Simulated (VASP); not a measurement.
Energy against volume of TiB2 (AlB2 type). Method: vdW-DF-cx, VASP's PBE PAW potentials (set 64) (plane waves; VASP 6.6.1). Settings: 520 eV cut-off, 12×12×10 Γ-centred mesh, first-order Methfessel-Paxton smearing of 0.10 eV, potentials Ti_sv B.

Shape and ions are relaxed at each volume.

```tsv
V (Å³/atom)	E (eV/atom)
8.221	-6.92429
8.475	-6.93089
8.729	-6.92530
8.983	-6.90918
```

Fit these four points and predict the energy of the run at 7.966 Å³/atom.

A cubic in V^(−2/3), the third-order Birch-Murnaghan form, passes through the four points with V0 = 8.48 Å³/atom and B0 = 256 GPa, and gives -6.9035 eV/atom there. The run gave -6.9036 eV/atom, -0.1 meV/atom from the fit; all five points give B0 = 255 GPa.

The compound is TiB2 in the AlB2 type structure. It was relaxed first.
